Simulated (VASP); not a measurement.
Here is the system:

```xyz
2
Lattice="1.8209 -3.0327 0.0000 1.8209 3.0327 0.0000 0.0000 0.0000 5.6149" Properties=species:S:1:pos:R:3 pbc="T T T"
Tm     1.8209     1.0109     1.4037
Tm     1.8209    -1.0109     4.2112
```

Computed with PBEsol GGA, VASP's PBE PAW potentials (set 64) (plane waves; VASP). Numerical set-up: 480 eV cut-off, 12×12×6 Γ-centred mesh, first-order Methfessel-Paxton smearing of 0.10 eV, potentials Tm_3.

The 4f electrons are frozen in the core of the lanthanide potential, so 4f levels, which can set the real gap, and their magnetism are missing.

Question: Give the stress tensor in GPa (positive for a compressed cell).

Answer: 
```
-4.13   0.00   0.00
 0.00  -1.69   0.00
 0.00   0.00  -3.93
```
The pressure is its mean diagonal, -3.25 GPa.

The compound is Tm in the hcp structure. This cell was strained or had an atom moved on purpose.
